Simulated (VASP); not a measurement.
```xyz
4
Lattice="3.3365 0.0000 0.0000 0.0000 3.3365 0.0000 0.0000 0.0000 3.3365" Properties=species:S:1:pos:R:3 pbc="T T T"
Si     0.0000     0.0000     0.0000
Ni     0.0000     1.6683     1.6683
Ni     1.6683     0.0000     1.6683
Ni     1.6683     1.6683     0.0000
```

Method: PBE GGA, VASP's PBE PAW potentials (set 64) (plane waves; VASP). Numerical set-up: 500 eV cut-off, 9×9×9 Γ-centred mesh, first-order Methfessel-Paxton smearing of 0.10 eV, potentials Si Ni.

What does the run give for the energy per atom (σ→0), pressure, band gap (on the k-mesh) with the smallest direct gap where there is one?

| Property | Value |
|---|---|
| band gap (on the k-mesh) | none (metal, semimetal or under 0.01 eV) |
| energy per atom (σ→0) | -553.7 kJ/mol-atom |
| pressure | 44.83 GPa |

Total energies compare only between runs with the same potentials, cut-off and functional.

The compound is Ni3Si in the L1_2 structure. It was relaxed first under an external pressure of 45 GPa. The run is not spin-polarised, so no magnetic state was tried.
